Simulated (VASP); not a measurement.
Given:

```
CELL_PARAMETERS angstrom
      1.92587    -3.33570     0.00000
      1.92587     3.33570     0.00000
      0.00000     0.00000    12.76004
ATOMIC_POSITIONS crystal
  Zn 0.66667 0.33333 0.24043
  Zn 0.33333 0.66667 0.00060
  Zn 0.66667 0.33333 0.75999
  S  0.66667 0.33333 0.42147
  S  0.33333 0.66667 0.18257
  S  0.66667 0.33333 0.94198
  S  0.33333 0.66667 0.70162
  Cd 0.33333 0.66667 0.50535
```

Calculation: PBEsol GGA, VASP's PBE PAW potentials (set 64) (plane waves; VASP). Numerical set-up: 400 eV cut-off, 8×8×2 Γ-centred mesh, tetrahedra with Blöchl corrections, potentials Zn S Cd.

Question: Predict the energy per atom (σ→0).

Answer: 
```
Property                        Value
---------------------  --------------
energy per atom (σ→0)  -3.672 eV/atom
```

The absolute energy has meaning only against runs of the same code, potentials and settings.

The structure was generated: CdZn3S4 was put into an ordered model structure (P3m1), which need not be its known phase. It was relaxed first.
